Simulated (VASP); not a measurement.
Data:

```yaml
crystal:
  lattice:
    - [0.00000, 2.72609, 2.72609]
    - [2.72609, 0.00000, 2.72609]
    - [2.72609, 2.72609, 0.00000]
  atoms:
    - { symbol: Cu, position: [0.00000, 0.00000, 0.00000] }
    - { symbol: Cl, position: [0.25000, 0.25000, 0.25000] }
```

Computed with revPBE GGA, VASP's PBE PAW potentials (set 64) (plane waves; VASP). Run with 520 eV cut-off, 8×8×8 Γ-centred mesh, Gaussian smearing of 0.050 eV, potentials Cu Cl.

### Question
What does the run give for the energy per atom (σ→0), pressure, band gap (on the k-mesh) with the smallest direct gap where there is one?

### Answer

```
Item                                          Value
-----------------------------------  --------------
band gap (on the k-mesh)                    0.61 eV
smallest direct gap (on the k-mesh)         0.61 eV
energy per atom (σ→0)                -2.866 eV/atom
pressure                                   1.44 GPa
```

The absolute energy has meaning only against runs of the same code, potentials and settings.

The compound is CuCl in the zinc blende structure. This cell is one point of a volume scan, at 0.97 of the reference volume.
